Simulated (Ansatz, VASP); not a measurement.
# InH: VASP beside Ansatz

Aim: how closely do two programs agree when they are given the same cell, functional and k mesh? The cell is generated by rule, not measured, and may not be a known phase. Of the first pair: The two relaxations start from unlike cells of this crystal (the structure described is Ansatz's start), so only their ends are compared.

Main program and level: Ansatz 0.2.0; plane waves, with VASP 6.6.1 beside it; relaxation of cell and atoms at LDA and zone-centre phonons at LDA.

## Step 1: The structure

It takes space group P6_3/mmc (No. 194, hexagonal). The conventional cell has a = 4.302 Å, b = 4.302 Å, c = 6.210 Å, α = 90.00°, β = 90.00°, γ = 120.00°. In has 3 H at 2.48 Å nearest. Nearest to H lie 3 In at 2.48 Å. Farther neighbours are not listed.

## Step 2: VASP: relaxation of cell and atoms, LDA

The relaxed volume is the usual yardstick between codes: in a stiff, nearly cubic crystal its relative difference is about their pressure difference at one cell divided by the bulk modulus.

Lines of VASP's logs that name or quote its potential files are left out, and so is its time.

Input file INCAR:

```
SYSTEM = InH
PREC = Accurate
ENCUT = 500
EDIFF = 1E-07
NELM = 120
ISMEAR = 0
SIGMA = 0.1
LREAL = .FALSE.
ALGO = Normal
GGA = CA
NBANDS = 20
LORBIT = 11
LWAVE = .FALSE.
LCHARG = .FALSE.
ISIF = 3
IBRION = 2
NSW = 80
EDIFFG = -0.005
LASPH = .TRUE.
GGA_COMPAT = .FALSE.
NELMIN = 4
KPAR = 2
```

Input file POSCAR:

```
InH
1.0
    3.6439417485      0.0000026117      0.0000000000
   -1.8219733537      3.1557450405      0.0000000000
    0.0000000000      0.0000000000      5.6211183939
In H
2 2
Direct
    0.3333333333      0.6666666667      0.2500000000
    0.6666666667      0.3333333333      0.7500000000
    0.6666666667      0.3333333333      0.2500000000
    0.3333333333      0.6666666667      0.7500000000
```

Input file KPOINTS:

```
Automatic mesh
0
Gamma
9 9 6
0 0 0
```

The projector-augmented-wave data sets are In_d and H (LDA family, release 64).

Command:

```bash
$ mpirun -np 2 vasp_std
```

Numbers of over 12 decimals in the logs are rounded to 6 here.

The log of the run:

```text
[banner, memory and clock lines left out]
running    2 mpi-ranks, on    1 nodes
 distrk:  each k-point on    1 cores,    2 groups
 distr:  one band on    1 cores,    1 groups

 POSCAR found type information on POSCAR InH
 POSCAR found :  2 types and       4 ions
 LDA part: xc-table for (Slater(with rela. corr.)+CA(PZ))
 , standard interpolation
 POSCAR, INCAR and KPOINTS ok, starting setup
 FFT: planning ... GRIDC
 FFT: planning ... GRID_SOFT
 FFT: planning ... GRID
 WAVECAR not read
 entering main loop
       N       E                     dE             d eps       ncg     rms          rms(c)
DAV:   1     0.219231116116E+03    0.21923E+03   -0.13722E+04  1940   0.178E+03
DAV:   2     0.564581974215E+01   -0.21359E+03   -0.20923E+03  1936   0.384E+02
DAV:   3    -0.115676092419E+02   -0.17213E+02   -0.16989E+02  2288   0.127E+02
DAV:   4    -0.121052274431E+02   -0.53762E+00   -0.53722E+00  2196   0.244E+01
DAV:   5    -0.121359309053E+02   -0.30703E-01   -0.30702E-01  2880   0.504E+00    0.499E+00
DAV:   6    -0.116931052120E+02    0.44283E+00   -0.47690E-01  2556   0.812E+00    0.237E+00
DAV:   7    -0.116136936911E+02    0.79412E-01   -0.40664E-01  2792   0.410E+00    0.694E-01
DAV:   8    -0.116141094402E+02   -0.41575E-03   -0.29270E-02  2132   0.138E+00    0.339E-01
DAV:   9    -0.116136528165E+02    0.45662E-03   -0.37672E-03  2696   0.695E-01    0.178E-01
DAV:  10    -0.116135059242E+02    0.14689E-03   -0.57890E-04  2864   0.248E-01    0.763E-02
DAV:  11    -0.116134914525E+02    0.14472E-04   -0.60293E-05  2612   0.622E-02    0.340E-02
DAV:  12    -0.116134920623E+02   -0.60980E-06   -0.84943E-06  2356   0.189E-02    0.286E-02
DAV:  13    -0.116134920781E+02   -0.15783E-07   -0.35035E-07  1844   0.855E-03
   1 F= -.11613492E+02 E0= -.11610037E+02  d E =-.116135E+02
[...]
2 F= -.11613536E+02 E0= -.11610052E+02  d E =-.439220E-04
[...]
3 F= -.11613532E+02 E0= -.11609965E+02  d E =-.396482E-04
 curvature:  -2.62 expect dE=-0.104E-03 dE for cont linesearch -0.887E-04
 ZBRENT: interpolating
 opt :   2.4373  next Energy=   -11.613560 (dE=-0.679E-04)
 bond charge predicted
       N       E                     dE             d eps       ncg     rms          rms(c)
DAV:   1    -0.116146397804E+02   -0.11080E-02   -0.27882E-02  2164   0.298E+00    0.190E-01
DAV:   2    -0.116136949633E+02    0.94482E-03   -0.21433E-03  2156   0.885E-01    0.691E-02
DAV:   3    -0.116135649734E+02    0.12999E-03   -0.45885E-04  2408   0.391E-01    0.207E-02
DAV:   4    -0.116135629277E+02    0.20457E-05   -0.19544E-05  1992   0.366E-02    0.160E-02
DAV:   5    -0.116135596678E+02    0.32599E-05   -0.39060E-06  2128   0.137E-02    0.615E-03
DAV:   6    -0.116135594148E+02    0.25303E-06   -0.66152E-07  1836   0.646E-03    0.186E-03
DAV:   7    -0.116135593960E+02    0.18821E-07   -0.68567E-08  1064   0.269E-03
   4 F= -.11613559E+02 E0= -.11610036E+02  d E =-.673179E-04
 curvature:  -0.71 expect dE=-0.204E-05 dE for cont linesearch -0.320E-06
 trial: gam=-0.03397 g(F)=  0.952E-45 g(S)=  0.287E-05 ort = 0.419E-05 (trialstep = 0.129E+01)
 search vector abs. value=  0.263E-05
 reached required accuracy - stopping structural energy minimisation
```

Parts of OUTCAR (step 2):

```text
ion  position               nearest neighbor table
   1  0.333  0.667  0.250-   3 2.10   3 2.10   3 2.10   2 3.51   2 3.51   2 3.51   2 3.51   2 3.51
                             2 3.51
   2  0.667  0.333  0.750-   4 2.10   4 2.10   4 2.10   1 3.51   1 3.51   1 3.51   1 3.51   1 3.51
                             1 3.51
   3  0.667  0.333  0.250-   1 2.10   1 2.10   1 2.10
   4  0.333  0.667  0.750-   2 2.10   2 2.10   2 2.10

  LATTYP: Found a hexagonal cell.
 ALAT       =     3.6439417485
 C/A-ratio  =     1.5425928244

 Subroutine GETGRP returns: Found 24 space group operations
 (whereof 12 operations were pure point group operations)

The static configuration has the point symmetry D_3d.
 The point group associated with its full space group is D_6h.

 Found     48 irreducible k-points:

   k-points           NKPTS =     48   k-points in BZ     NKDIM =     48   number of bands    NBANDS=     20

   dimension x,y,z NGX =    28 NGY =   28 NGZ =   42
   dimension x,y,z NGXF=    56 NGYF=   56 NGZF=   84

   ENCUT  =  500.0 eV  36.75 Ry    6.06 a.u.   6.64  6.64 10.25*2*pi/ulx,y,z

   NELECT =      28.0000    total number of electrons

 k-points in reciprocal lattice and weights: Automatic mesh
   0.00000000  0.00000000  0.00000000       0.002
   0.11111111  0.00000000  0.00000000       0.012
   0.22222222  0.00000000  0.00000000       0.012
   0.33333333  0.00000000  0.00000000       0.012
   0.44444444  0.00000000  0.00000000       0.012
   0.11111111  0.11111111  0.00000000       0.012
   0.22222222  0.11111111  0.00000000       0.025
   0.33333333  0.11111111  0.00000000       0.025
   0.44444444  0.11111111  0.00000000       0.012
[...]
0.33333333  0.22222222  0.50000000       0.025
   0.33333333  0.33333333  0.50000000       0.004

 average (electrostatic) potential at core
       1 -94.8783       2 -94.8783       3 -31.1511       4 -31.1511

 E-fermi :   5.7969

 k-point     1 :       0.0000    0.0000    0.0000
  band No.  band energies     occupation
    ...
      9      -8.5391      2.00000
     10      -8.5391      2.00000
     11      -4.3448      2.00000
     12      -0.6499      2.00000
     13       2.8249      2.00000
     14       8.9881      0.00000
     15       9.2986      0.00000
     16      11.2668      0.00000
     17      11.2668      0.00000
     18      13.3486      0.00000
    ...

 k-point     2 :       0.1111    0.0000    0.0000
  band No.  band energies     occupation
    ...
      9      -8.5527      2.00000
     10      -8.5355      2.00000
     11      -4.1551      2.00000
     12      -0.4990      2.00000
     13       3.0432      2.00000
     14       7.7074      0.00000
     15       8.8957      0.00000
     16      10.5217      0.00000
     17      11.2753      0.00000
     18      12.6924      0.00000
    ...

 k-point     3 :       0.2222    0.0000    0.0000
  band No.  band energies     occupation
    ...
     10      -8.5279      2.00000
     11      -3.5843      2.00000
     12      -0.0474      2.00000
     13       3.6811      2.00000
     14       5.4326      2.00000
     15       7.7056      0.00000
     16       9.4187      0.00000
     17      10.3798      0.00000
     18      12.2999      0.00000
     19      12.4355      0.00000
    ...

  Total        0.0012568      0.0012568     -0.0153157     -0.0000000      0.0000000     -0.0000000
  in kB        0.0312409      0.0312409     -0.3807189     -0.0000000      0.0000000     -0.0000000
  external PRESSURE =      -0.1060790 kB  Pullay stress =       0.0000000 kB

  energy-cutoff  :      500.00
  volume of cell :       64.45
      direct lattice vectors                 reciprocal lattice vectors
     3.640209436  0.000002609  0.000000000     0.274709355  0.158603790  0.000000000
    -1.820107195  3.152512764  0.000000000    -0.000000227  0.317207149 -0.000000000
    -0.000000000  0.000000000  5.616422823    -0.000000000 -0.000000000  0.178049273

 POSITION                                       TOTAL-FORCE (eV/Angst)
 -----------------------------------------------------------------------------------
     -0.00000      2.10168      1.40411        -0.000000      0.000000      0.000000
      1.82010      1.05084      4.21232        -0.000000     -0.000000     -0.000000
      1.82010      1.05084      1.40411        -0.000000      0.000000     -0.000000
     -0.00000      2.10168      4.21232         0.000000     -0.000000      0.000000
 -----------------------------------------------------------------------------------
    total drift:                               -0.000000      0.000000     -0.000000

  FREE ENERGIE OF THE ION-ELECTRON SYSTEM (eV)
  ---------------------------------------------------
  free  energy   TOTEN  =       -11.6135593960 eV

  energy  without entropy=      -11.6065116148  energy(sigma->0) =      -11.61003551

 reached required accuracy - stopping structural energy minimisation

 total charge
# of ion       s       p       d       tot
------------------------------------------
    1        1.041   0.478   9.862  11.382
    2        1.041   0.478   9.862  11.382
    3        0.454   0.014   0.000   0.468
    4        0.454   0.014   0.000   0.468
--------------------------------------------------
tot          2.991   0.984  19.725  23.699

[... 3 further parts left out ...]
```

CONTCAR:

```
InH
   1.00000000000000
     3.6402094364919844    0.0000026092823799    0.0000000000000000
    -1.8201071949334824    3.1525127640121351    0.0000000000000000
    -0.0000000000000000    0.0000000000000000    5.6164228230200033
  In              H
     2     2
Direct
     0.3333333332999970    0.6666666667000030    0.2500000000000000
     0.6666666667000030    0.3333333332999970    0.7500000000000000
     0.6666666667000030    0.3333333332999970    0.2500000000000000
     0.3333333332999970    0.6666666667000030    0.7500000000000000
```

## Step 3: Ansatz: relaxation of cell and atoms, LDA

Ansatz runs on norm-conserving files, of PseudoDojo where its log says so.

Its own start cell and the same functional (in two slightly different forms), mesh and smearing now go to Ansatz, which takes its cutoff from its data sets.

Input file input.yaml:

```yaml
crystal:
  lattice:
    - [4.30241, 0.0, 0.0]
    - [-2.15121, 3.726, 0.0]
    - [0.0, 0.0, 6.21]
  atoms:
    - { symbol: In, position: [0.333333, 0.666667, 0.25] }
    - { symbol: In, position: [0.666667, 0.333333, 0.75] }
    - { symbol: H, position: [0.666667, 0.333333, 0.25] }
    - { symbol: H, position: [0.333333, 0.666667, 0.75] }
kpoints:
  mp_grid: { grid: [9, 9, 6] }
hamiltonian:
  xc: lda
  pseudopotentials: { kind: nc, accuracy: standard }
scf:
  occupations: { method: gaussian, width: 0.1 }
output:
  forces: true
  stress: true
  eigenvalues: true
relax:
  adjacent_minimum: "off"
  f_tol: 0.003
  max_steps: 80
  cell: { stress_tol: 0.03 }
```

Command:

```bash
$ ansatz run input.yaml --threads 4 --pin off --max-ram 8192MiB --backend cpu --events-out ev --progress --plain --runs-dir out
```

The log of the run:

```text
Warning: the atoms were moved onto the symmetric positions of the space group found under crystal.symmetry.tolerance 1.0e-5 (fractional; no operation is sought that the atoms, as they stand in a round, miss by more than twice it, and no atom is moved by as much as it), and the run uses the moved positions. Before a round's move an operation carried an atom to 4.30e-6 Å from where it should land, the largest such dist [...]
Engine: ansatz 0.2.0, aarch64-unknown-linux-gnu
Pseudopotentials: kind: nc
Pseudopotential: In, nc, valence charge 13, recommended cutoff 952.398519 eV (normal), In.nc.azcp (PseudoDojo's, or run here from an input of PseudoDojo's; its table is named by hamiltonian.pseudopotentials.accuracy)
Pseudopotential: H, nc, valence charge 1, recommended cutoff 1006.821291 eV (normal), H.nc.azcp (PseudoDojo's, or run here from an input of PseudoDojo's; its table is named by hamiltonian.pseudopotentials.accuracy)
Functional definition: SPW92
  exchange = slater_x
  correlation = pw_c
Crystal: 4 atoms, lattice volume = 99.551 Å³
Basis set: ecut = 1006.821291 eV, 7209 PW (Γ)
Bands: 18, of which v1, the nominal top of the filled ones, is band 14 counted from 1 (13 counted from 0)
Symmetry: 24 space group operations
Space group: P63/mmc (ITA 194), of the structure as read, at distance tolerance 4.6e-5 Å
k-points: 48 of 486
Non-local potential: In, projectors of the file, l = 0: 2, l = 1: 2, l = 2: 2
Non-local potential: H, projectors of the file, l = 0: 2, l = 1: 1
Initial density: superposition of atomic densities (chi_scale 0.1, normalization cell, long waves kept (reshape's long-wave potential 0.00 eV rms))
Initial wavefunctions: pseudopotential atomic-orbital guess
Functional: x = slater, c = lda
SCF iter   1: F=—  HF=-3634.300677 eV  |F-HF|=—  |Δ(HF+E_count)|=         —  Δρ=2.96e-2  dr2=1.48e0  ethr=3.10e-3  ⟨swp⟩=5.5  Hψ=3947  notcnv=0
preconditioner: auto → Kerker (q_TF=auto, 2.208 Å⁻¹)  [metal: Δε(μ)=0.056 eV  Ē_g=13.160 eV  σ=0.100 eV  W_gap=0.31  n_scr=22 (ndim 8)  ℏωp=19.7 eV  f_vac=0.002  D(μ)=1.02/eV (n_scr^D=2)]
SCF iter   2: F=—  HF=-3633.933177 eV  |F-HF|=—  |Δ(HF+E_count)|=   3.67e-1  Δρ=1.37e-2  dr2=4.07e-1  ethr=3.10e-3  ⟨swp⟩=2.0  Hψ=1352  notcnv=0  defer=1
[...]
relax step   4: F+E_penalty+E_count = -3634.86825815 eV  Δ(F+E_penalty+E_count) = -1.716e-1 eV  max|allowed force component| = 6.661e-16 eV/Å  Δτ_max = 0.0000 Å  P = +0.172 GPa  Ω = 63.697 Å³  energy of the carried Pulay correction = +2.469e-3 eV  (6 SCF iters, dr2 threshold 4.00e-7 eV, accepted)
[...]
relax step   5: F+E_penalty+E_count = -3634.87671459 eV  Δ(F+E_penalty+E_count) = -8.456e-3 eV  max|allowed force component| = 6.754e-16 eV/Å  Δτ_max = 0.0000 Å  P = +0.462 GPa  Ω = 63.718 Å³  energy of the carried Pulay correction = +2.471e-3 eV  (5 SCF iters, dr2 threshold 4.00e-7 eV, accepted)
[...]
relax step   6: F+E_penalty+E_count = -3634.87763689 eV  Δ(F+E_penalty+E_count) = -9.223e-4 eV  max|allowed force component| = 2.492e-16 eV/Å  Δτ_max = 0.0000 Å  P = -0.123 GPa  Ω = 64.686 Å³  energy of the carried Pulay correction = +2.390e-3 eV  (4 SCF iters, dr2 threshold 4.00e-7 eV, accepted)
[...]
relax step   7: F+E_penalty+E_count = -3634.87773381 eV  Δ(F+E_penalty+E_count) = -9.692e-5 eV  max|allowed force component| = 3.510e-16 eV/Å  Δτ_max = 0.0000 Å  P = +0.002 GPa  Ω = 64.492 Å³  energy of the carried Pulay correction = +2.406e-3 eV  (4 SCF iters, dr2 threshold 5.71e-8 eV, accepted)
[...]
relax step   8: F+E_penalty+E_count = -3634.87649497 eV  Δ(F+E_penalty+E_count) = +1.239e-3 eV  max|allowed force component| = 1.680e-16 eV/Å  Δτ_max = 0.0000 Å  P = -0.003 GPa  Ω = 64.492 Å³  stress off target by 2.21e-2 GPa  SCF on the basis re-selected at this cell (its energy is not comparable with the rows above)  (6 SCF iters)
basis re-selected at this cell: Δ(F+E_penalty+E_count) = +1.239e-3 eV, ΔP = -0.006 GPa vs the last step (what re-selecting the basis moved, of the pressure what is left beyond the Pulay correction that the steps carried, after the strain that the cell walked since its last selection, with what the two solves' SCF thresholds leave and, on support functions, any second-order correction that the steps lacked; it is no measure of the basis error at this ecutwfc). The dense FFT grid was sized anew with the basis: this SCF ran on 40×40×60 points, the steps before it on 45×45×72, so part of this shift can come from that change (see relax.cell in the input reference). [rest of the remark cut]
SCF converged after 6 iterations
Free energy (F): -3634.876495 eV
Harris-Foulkes:  -3634.876495 eV  (|F-HF|=0.00e0)
Internal energy: -3634.869650 eV  (E = F + TS)
E sigma→0 (E₀):  -3634.873073 eV
Entropy (-TS):   -0.006845 eV (-1.711 meV/atom)
Fermi energy:    8.258565 eV
--- Per-component energies (eV) ---
  E_band       = -93.392665
  E_kinetic    = 2294.553939
  E_local      = -2577.680431  (includes V_loc(G=0)·N_el)
  E_nonlocal   = -806.157488
  E_hartree    = 823.357548
  E_xc         = -1090.679001
  E_vxc        = -650.823793  (∫ρ·V_xc dr)
  E_ewald      = -2278.264217
  E_smearing   = -0.006845  (= −TS)
  E_closure    = 0.000000  (closes the sum)
  Σ components = -3634.876495   (vs F -3634.876495, Δ=0.00e0)
--- Forces (eV/Å), atoms counted from 1 ---
  atom   1  In    -0.00000000     0.00000000     0.00000000
  atom   2  In     0.00000000     0.00000000    -0.00000000
  atom   3  H     -0.00000000    -0.00000000     0.00000000
  atom   4  H      0.00000000     0.00000000    -0.00000000
  max |Σ_I F_I| component: 1.48e-16 eV/Å
--- Stress (GPa, compression-positive) ---
        0.006367       0.000000      -0.000000
        0.000000       0.006367      -0.000000
       -0.000000      -0.000000      -0.022138
  P = ⅓ Tr σ = -0.0031 GPa (-0.031 kbar)
--- Band table (eV; the first three rows and the last of 48) ---
  k-point 0: bands = [... 10 lower, -1.8866, 1.7852, 5.2928, 11.4670, 11.7940, 13.7421, 13.7421, 15.8055]
  k-point 1: bands = [... 10 lower, -1.7525, 1.2136, 6.1064, 11.5517, 11.5996, 13.8684, 13.8684, 15.7017]
  k-point 2: bands = [... 10 lower, -1.3499, 0.2130, 7.7946, 10.9643, 11.8375, 13.9330, 14.2307, 14.2307]
  k-point 47: bands = [... 10 lower, 3.0670, 3.0670, 4.6403, 4.6403, 7.5448, 7.5448, 12.6893, 12.6893]
--- Relaxed structure (7 steps of the walk, 7 accepted, 1 SCFs on fresh bases) ---
  F+E_penalty+E_count = -3634.87649497 eV   max|allowed force component| = 1.680e-16 eV/Å   (the final SCF, on the basis selected at the relaxed cell)
  cell:  # Å, volume = 64.4924 Å³
    - [3.638963, 2.4416031056827596e-6, 0.0]
    - [-1.819484, 3.151434, 0.0]
    - [0.0, 0.0, 5.623706]
  atoms:
    - { symbol: In, position: [0.333333, 0.666667, 0.250000] }
    - { symbol: In, position: [0.666667, 0.333333, 0.75] }
    - { symbol: H, position: [0.666667, 0.333333, 0.250000] }
    - { symbol: H, position: [0.333333, 0.666667, 0.75] }
```

In the SCF lines HF is the Harris–Foulkes energy and dr2 the Hartree energy of the density residual, in eV; the loop may stop once dr2 is under the threshold and the program's other checks hold. Hψ counts applications of the Hamiltonian.

## Step 4: Side by side

Known differences besides the potentials themselves: the two LDA forms differ slightly; the cutoff is 1006.82 eV in Ansatz and 500 eV in VASP; VASP's log shows a relativistic correction to its local exchange, Ansatz's none; Ansatz adds a Pulay correction to the stress that steers its cell, VASP none. Total energies have different zeros and are not compared.

The two programs side by side:

```
                                         quantity  Ansatz   VASP  difference
                                      volume (Å³)   64.49  64.45     +0.06 %
edge a after relaxation, in the typed setting (Å)   3.639  3.640     -0.03 %
edge c after relaxation, in the typed setting (Å)   5.624  5.616     +0.13 %
```

[end of part 1 of 2]

[Lines on the potential files, build, host, timing and source positions are cut from VASP's logs without a mark.]

[Logs are printed without paths, hosts, clocks, repeated set-up lines and the standing remarks that a program may print on its own settings, such as how far it seeks lower states.]

[Hosts, paths, dates, database ids (printed as entryN), source tags and the programs' standing remarks are cut or masked in the printed files.]
